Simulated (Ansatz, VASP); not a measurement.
**NaLi3H3 in VASP and in Ansatz**

```
CELL_PARAMETERS angstrom
2.88040 0.00000 0.00000
0.00000 2.88040 0.00000
0.00000 0.00000 19.07350
ATOMIC_POSITIONS crystal
Li 0.00000 0.00000 0.32506
Li 0.50000 0.50000 0.43184
Li 0.00000 0.00000 0.53863
H 0.50000 0.50000 0.32506
H 0.00000 0.00000 0.43184
H 0.50000 0.50000 0.53863
Na 0.50000 0.00000 0.70358
```

Alike in both runs: functional PBE; dispersion D4; k mesh 5 × 5 × 1; occupations fermi-dirac, width 0.1 eV; no spin polarisation.

Ansatz relaxed the structure, and its values are those at the end. VASP's run is a single point on that final structure, the one shown.

|  | VASP | Ansatz |
| --- | --- | --- |
| version | VASP 6.6.1 | Ansatz 0.2.0 |
| potentials or method | VASP PAW PBE potentials, release 64 (Li_sv, H, Na_pv) | plane waves, PAW |
| plane-wave cutoff (eV) | 520 | 463 |
| valence electrons in the cell | 19 | 21 |

|  | VASP | Ansatz | Ansatz less VASP |
| --- | --- | --- | --- |
| rms of the force components (eV/Å) | 0.076 | 0.076 | +0.0006 |
| dispersion energy (meV/atom) | -50.1 | -50.0 | +0.09 |

With one functional, cell and mesh, what is left measures potentials, basis and numerics. The two sets of potentials don't hold the same shells in valence. Ansatz warned: «vacuum_density_over_bound».

Caveats: the k mesh is coarse (spacing up to 0.44 Å⁻¹), so the values aren't converged.
